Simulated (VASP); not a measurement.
Energy against volume of Sn (beta). All values below come from PBE GGA, VASP's PBE PAW potentials (set 64) (plane waves; VASP 6.6.1). Settings: 520 eV cut-off, 13×13×13 Γ-centred mesh, first-order Methfessel-Paxton smearing of 0.10 eV, potentials Sn_d.

Shape and ions are relaxed at each volume.

```csv
V (Å³/atom),E (eV/atom)
26.654,-3.78927
27.504,-3.80271
28.355,-3.80692
29.206,-3.80345
```

Question: Fit these four points and predict the energy of the run at 30.056 Å³/atom.

Answer: A cubic in V^(−2/3), the third-order Birch-Murnaghan form, passes through the four points with V0 = 28.37 Å³/atom and B0 = 48 GPa, and gives -3.7936 eV/atom there. The run gave -3.7936 eV/atom, +0.0 meV/atom from the fit; all five points give B0 = 48 GPa.

The compound is Sn in the beta structure. It was relaxed first.
